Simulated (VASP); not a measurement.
Given:

```xyz
2
Lattice="0.0000 2.3797 2.3797 2.3797 0.0000 2.3797 2.3797 2.3797 0.0000" Properties=species:S:1:pos:R:3 pbc="T T T"
Cd     0.0000     0.0000     0.0000
O      2.3797     2.3797     2.3797
```

All values below come from optB88-vdW, VASP's PBE PAW potentials (set 64) (plane waves; VASP 6.6.1). Run with 520 eV cut-off, Gaussian smearing of 0.050 eV, potentials Cd O.

Problem. Give the energies of bands 2 to 10 at the high-symmetry points, in eV from the Fermi level.

Solution. 
```
band      Γ      X      U      L      W
----  -----  -----  -----  -----  -----
2     -6.65  -7.06  -7.01  -7.44  -6.78
3     -6.65  -6.12  -6.60  -7.16  -6.74
4     -6.65  -6.03  -6.45  -7.16  -6.74
5     -6.37  -6.03  -6.11  -6.15  -6.03
6     -6.37  -5.75  -5.99  -6.15  -5.84
7     -1.16  -3.98  -3.16  -3.70  -2.76
8     -1.16  -2.08  -2.71   0.02  -2.76
9     -1.16  -2.08  -1.14   0.02  -1.77
10    -0.43   3.65   5.17   4.58   5.69
```

It has no gap at this level: it comes out as a metal or semimetal.

The compound is CdO in the rock salt structure. It was relaxed first.
